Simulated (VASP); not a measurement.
# ZnCd3Se3S (P1) in VASP: relaxation of cell and atoms with PBE

Aim: the relaxation of cell and atoms of ZnCd3Se3S with PBE.

All numbers are computed with VASP 6.6.1; they aren't measurements. Logs are shortened: lines on timing, memory, paths and dates and some standing lists are left out, and cuts for length are marked.

## Step 1: The crystal as given

The typed cell holds 8 atoms: a = 6.068 Å, b = 5.862 Å, c = 6.085 Å, α = 90.02°, β = 90.04°, γ = 90.16°.

The cell was built by a generator and needn't be a form met in nature.

## Step 2: Relaxation of cell and atoms, PBE

INCAR reads:

```
SYSTEM = ZnCd3Se3S
PREC = Normal
ENCUT = 520
EDIFF = 1E-5
ISMEAR = 0
SIGMA = 0.05
LREAL = Auto
LASPH = .TRUE.
NELM = 80
ALGO = Fast
ISIF = 3
LWAVE = .FALSE.
LCHARG = .FALSE.
GGA = PE
IBRION = 2
NSW = 110
EDIFFG = -0.03
ISYM = 0
```

KPOINTS reads:

```
Automatic mesh
0
G
  3 3 3
  0 0 0
```

POSCAR reads:

```
ZnCd3Se3S
1.0
    4.2964162000      2.4756125100      3.4975241600
   -4.1510668600      2.3909752700      3.3787721000
   -0.0006233400     -4.9695236800      3.5112951000
Zn Cd Se S
1 3 3 1
Direct
    0.9899387200      0.9881076700      0.9948951900
    0.5121028300      0.9925849500      0.5115934600
    0.9899921500      0.5024969200      0.5163588700
    0.5001334900      0.5231192700      0.0087096500
    0.2362080800      0.7609697100      0.2423390100
    0.7565490000      0.2463928500      0.2383639000
    0.2270815000      0.2353088700      0.7574016400
    0.7677301400      0.7557321600      0.7587588100
```

Potentials or basis: VASP PAW PBE potentials, release 64 (Zn, Cd, Se, S).

Started as:

```console
$ cat potpaw_PBE.64/Zn/POTCAR potpaw_PBE.64/Cd/POTCAR potpaw_PBE.64/Se/POTCAR potpaw_PBE.64/S/POTCAR > POTCAR
$ mpirun -np 1 vasp_std > vasp.out
```

OUTCAR:

```text
SYSTEM = ZnCd3Se3S
   PREC = Normal
   ENCUT = 520
   EDIFF = 1E-5
   ISMEAR = 0
   LREAL = Auto
   LASPH = .TRUE.
   NELM = 80
   ISIF = 3
   GGA = PE
   IBRION = 2
   NSW = 110
   EDIFFG = -0.03
   ISYM = 0

 ion  position               nearest neighbor table
   1  0.990  0.988  0.995-   8 2.39   7 2.50   5 2.51   6 2.55
   2  0.512  0.993  0.512-   8 2.57   6 2.68   7 2.70   5 2.70
   3  0.990  0.502  0.516-   8 2.49   7 2.59   6 2.67   5 2.70
   4  0.500  0.523  0.009-   5 2.56   8 2.61   6 2.65   7 2.81
   5  0.236  0.761  0.242-   1 2.51   4 2.56   3 2.70   2 2.70
   6  0.757  0.246  0.238-   1 2.55   4 2.65   3 2.67   2 2.68
   7  0.227  0.235  0.757-   1 2.50   3 2.59   2 2.70   4 2.81
   8  0.768  0.756  0.759-   1 2.39   3 2.49   2 2.57   4 2.61

IMPORTANT INFORMATION: All symmetrisations will be switched off!
NOSYMM: (Re-)initialisation of all symmetry stuff for point group C_1.

----------------------------------------------------------------------------------------

                                     Primitive cell

  volume of cell :     216.4443

  direct lattice vectors                    reciprocal lattice vectors
     4.296416200  2.475612510  3.497524160     0.116363943  0.067331490  0.095314679
    -4.151066860  2.390975270  3.378772100    -0.120463508  0.069709241  0.098637860
    -0.000623340 -4.969523680  3.511295100     0.000009410 -0.134145703  0.094939259

  length of vectors
     6.067991819  5.862100282  6.084846693     0.164799832  0.170587991  0.164342730

  position of ions in fractional coordinates (direct lattice)
     0.989938720  0.988107670  0.994895190
     0.512102830  0.992584950  0.511593460
     0.989992150  0.502496920  0.516358870
     0.500133490  0.523119270  0.008709650
     0.236208080  0.760969710  0.242339010
     0.756549000  0.246392850  0.238363900
     0.227081500  0.235308870  0.757401640
     0.767730140  0.755732160  0.758758810

  ion indices of the primitive-cell ions
   primitive index   ion index
                 1           1
                 2           2
                 3           3
                 4           4
                 5           5
                 6           6
                 7           7
                 8           8

----------------------------------------------------------------------------------------

 KPOINTS: Automatic mesh

Automatic generation of k-mesh.
 Grid dimensions read from file:
[... 57 lines left out ...]
   NSW    =    110    number of steps for IOM
   IBRION =      2    ionic relax: 0-MD 1-quasi-New 2-CG
   NFREE  =      1    steps in history (QN), initial steepest desc. (CG)
   ISIF   =      3    stress and relaxation
   ISYM   =      0    0-nonsym 1-usesym 2-fastsym
   POTIM  = 0.5000    time-step for ionic-motion
   TEBEG  =    0.0;   TEEND  =   0.0 temperature during run
   PSTRESS=    0.0 pullay stress
   NELECT =      72.0000    total number of electrons
   NUPDOWN=      -1.0000    fix difference up-down
   EMIN   =  10.00;   EMAX   =-10.00  energy-range for DOS
   EFERMI =   0.00;   METHOD = LEGACY
   ISMEAR =     0;   SIGMA  =   0.05  broadening in eV -4-tet -1-fermi 0-gaus
   EFERMI_NEDOS =   21; number of points for ismear=-14 and -15
   IALGO  =     68    algorithm
   IMIX   =      4    mixing-type and parameters
     AMIX     =   0.40;   BMIX     =  1.00
     AMIX_MAG =   1.60;   BMIX_MAG =  1.00
  volume/ion in A,a.u.               =      27.06       182.58
  Fermi-wavevector in a.u.,A,eV,Ry     =   1.134324  2.143561 17.506481  1.286690
  Thomas-Fermi vector in A             =   2.271027
   LORBIT       =      0    0 simple, 1 ext, 2 COOP (PROOUT), +10 PAW based schemes
   GGA     = PE    functional components
   LHFCALC =     F    Hartree Fock is set to
   AEXX    =    0.0000 exact exchange contribution
   IVDW    =     0    specifies the selected vdW correction
   LEPSILON=     F    determine dielectric tensor
   LRPA    =     F    only Hartree local field effects (RPA)
 conjugate gradient relaxation of ions
 non-spin polarized calculation
 RMM-DIIS sequential band-by-band and
 Gauss-broadening in eV      SIGMA  =   0.05
  energy-cutoff  :      520.00
  volume of cell :      216.44
 maximum number of plane-waves:      5863
   NGX = 23   NGY = 21   NGZ = 23

--------------------------------------- Ionic step        1  -------------------------------------------

 number of electron      71.9999903 magnetization

 Free energy of the ion-electron system (eV)
  ---------------------------------------------------
  ext. energy  EPLUGINS =         0.00000000
  ---------------------------------------------------
  free energy    TOTEN  =       -22.96465066 eV

  energy without entropy =      -22.96465066  energy(sigma->0) =      -22.96465066

------------------------ aborting loop because EDIFF is reached ----------------------------------------

  FORCE on cell =-STRESS in cart. coord.  units (eV):
  Direction    XX          YY          ZZ          XY          YZ          ZX
  --------------------------------------------------------------------------------------
  -------------------------------------------------------------------------------------
  Total        2.1489198      0.4450103     -0.2357872     -0.1078528     -0.1671441     -0.4970171
  in kB       15.9068692      3.2940832     -1.7453588     -0.7983545     -1.2372448     -3.6790511
  external PRESSURE =       5.8185312 kB  Pullay stress =       0.0000000 kB
[... 107 lines left out ...]
  FREE ENERGIE OF THE ION-ELECTRON SYSTEM (eV)
  ---------------------------------------------------
  free  energy   TOTEN  =       -23.0525325976 eV

  energy  without entropy=      -23.0525325976  energy(sigma->0) =      -23.05253260

[... ionic steps 4 to 10 ...]

--------------------------------------- Ionic step       11  -------------------------------------------

 number of electron      71.9999971 magnetization

------------------------ aborting loop because EDIFF is reached ----------------------------------------
[... 79 lines left out ...]
--------------------------------------- Ionic step       13  -------------------------------------------

 number of electron      71.9999977 magnetization

 Free energy of the ion-electron system (eV)
  ---------------------------------------------------
  ext. energy  EPLUGINS =         0.00000000
  ---------------------------------------------------
  free energy    TOTEN  =       -23.08748351 eV

  energy without entropy =      -23.08748351  energy(sigma->0) =      -23.08748351

 E-fermi :   1.0880     XC(G=0):  -8.8313

 val. band max:        0.8235428139   @ k =   0.0000   0.0000   0.0000
 cond. band min:       1.5101616543   @ k =   0.0000   0.0000   0.0000
 fundamental gap:      0.6866188404
 Fermi energy:         1.0880149643

 k-point     1 :       0.0000    0.0000    0.0000
  band No.  band energies     occupation
      1     -11.6200      2.00000
      2     -11.0383      2.00000
      3     -11.0340      2.00000
      4     -11.0140      2.00000
      5      -6.9035      2.00000
      6      -6.9015      2.00000
[... 668 lines left out ...]
  FREE ENERGIE OF THE ION-ELECTRON SYSTEM (eV)
  ---------------------------------------------------
  free  energy   TOTEN  =       -23.0874835091 eV

  energy  without entropy=      -23.0874835091  energy(sigma->0) =      -23.08748351

 reached required accuracy - stopping structural energy minimisation
```

OSZICAR:

```text
N       E                     dE             d eps       ncg     rms          rms(c)
DAV:   1     0.571869373047E+03    0.57187E+03   -0.33574E+04  1204   0.161E+03
DAV:   2     0.297368939139E+02   -0.54213E+03   -0.52717E+03  1274   0.396E+02
DAV:   3    -0.231832553382E+02   -0.52920E+02   -0.52399E+02  1359   0.122E+02
[... 103 lines left out ...]
DAV:   1    -0.230885911556E+02   -0.17040E-02   -0.42605E-01  1225   0.315E+00    0.273E-01
RMM:   2    -0.230878523114E+02    0.73884E-03   -0.53294E-03  1204   0.446E-01    0.129E-01
RMM:   3    -0.230875248807E+02    0.32743E-03   -0.10507E-03  1204   0.173E-01    0.601E-02
RMM:   4    -0.230874841968E+02    0.40684E-04   -0.25791E-04  1212   0.898E-02    0.309E-02
RMM:   5    -0.230874835091E+02    0.68771E-06   -0.46916E-05   901   0.430E-02
  13 F= -.23087484E+02 E0= -.23087484E+02  d E =-.596565E-03
```

CONTCAR:

```text
ZnCd3Se3S
   1.00000000000000
     4.2653920388161204    2.4615415724382941    3.4677147862669435
    -4.2562429304841087    2.4613565589421076    3.4590948471714014
     0.0035219318871028   -4.9231132756934395    3.4630335498251639
  Zn              Cd              Se              S
     1     3     3     1
Direct
     0.9899260207797955    0.9928444020817266    0.9951466927424975
     0.5082499477274433    0.9963469188415489    0.5099081566326292
     0.9935965429354111    0.5017091634914993    0.5094106383311031
     0.4998369006968930    0.5117086765310860    0.0000878182042631
     0.2327261650955317    0.7650563061356213    0.2443995784183597
     0.7576881201275566    0.2392768839922574    0.2376190866324909
     0.2366687431387232    0.2367769478353777    0.7663267306955335
     0.7610434694986407    0.7609931010908781    0.7655218283431279

  0.00000000E+00  0.00000000E+00  0.00000000E+00
  0.00000000E+00  0.00000000E+00  0.00000000E+00
  0.00000000E+00  0.00000000E+00  0.00000000E+00
  0.00000000E+00  0.00000000E+00  0.00000000E+00
  0.00000000E+00  0.00000000E+00  0.00000000E+00
  0.00000000E+00  0.00000000E+00  0.00000000E+00
  0.00000000E+00  0.00000000E+00  0.00000000E+00
  0.00000000E+00  0.00000000E+00  0.00000000E+00
```

Run time: 5.3 min. Hardware: 1 thread of AMD EPYC 9R45 (Zen 5), shared host; peak memory 0.24 GiB.

Results:

```yaml
Free_energy: -23.0875 eV
Relaxed_volume: 27.24 Å³/atom
Relaxed_cell: a = 6.023 Å, b = 6.012 Å, c = 6.019 Å, α = 90.24°, β = 90.15°, γ = 90.16°
Space_group_after_relaxing_to_0.05_Å: R3 (No. 146)
Energy_gained_by_relaxing: 15.4 meV/atom
Ionic_steps: 13
Pressure_after_relaxing: 0.0 GPa
Largest_force_after_relaxing: 0.027 eV/Å
Band_gap_on_the_k_mesh: 0.69 eV, direct
```

Forces on the atoms (eV/Å):
```
Zn  -0.001 -0.011 -0.003
Cd  -0.007 -0.014 -0.003
Cd  -0.018  0.012  0.016
Cd   0.014  0.010  0.005
Se   0.005  0.006 -0.010
Se   0.014 -0.013  0.012
Se   0.002  0.001 -0.018
S   -0.008  0.010  0.001
```

The path:
| step | energy change (eV) | largest force (eV/Å) | pressure (GPa) | volume (Å³) |
| --- | --- | --- | --- | --- |
| 1 | 0.0000 | 0.7279 | 0.58 | 216.44 |
| 2 | -0.0810 | 0.3464 | -0.37 | 219.52 |
| 3 | -0.0879 | 0.2473 | -0.56 | 220.65 |
| 4 | -0.1121 | 0.1150 | -0.01 | 218.05 |
| 5 | -0.1157 | 0.0638 | 0.19 | 216.93 |
| 6 | -0.1158 | 0.0759 | 0.31 | 216.54 |
| 7 | -0.1199 | 0.0726 | 0.04 | 217.82 |
| 8 | -0.1200 | 0.0903 | -0.07 | 218.18 |
| 9 | -0.1217 | 0.0551 | -0.06 | 218.13 |
| 10 | -0.1221 | 0.0387 | -0.05 | 218.10 |
| 11 | -0.1221 | 0.0737 | -0.04 | 218.04 |
| 12 | -0.1222 | 0.0498 | -0.02 | 218.08 |
| 13 | -0.1228 | 0.0274 | 0.00 | 217.94 |

Final structure:
```yaml
crystal:
  lattice:
    - [4.26539, 2.46154, 3.46771]
    - [-4.25624, 2.46136, 3.45909]
    - [0.00352, -4.92311, 3.46303]
  atoms:
    - { symbol: Zn, position: [0.98993, 0.99284, 0.99515] }
    - { symbol: Cd, position: [0.50825, 0.99635, 0.50991] }
    - { symbol: Cd, position: [0.99360, 0.50171, 0.50941] }
    - { symbol: Cd, position: [0.49984, 0.51171, 0.00009] }
    - { symbol: Se, position: [0.23273, 0.76506, 0.24440] }
    - { symbol: Se, position: [0.75769, 0.23928, 0.23762] }
    - { symbol: Se, position: [0.23667, 0.23678, 0.76633] }
    - { symbol: S, position: [0.76104, 0.76099, 0.76552] }
```
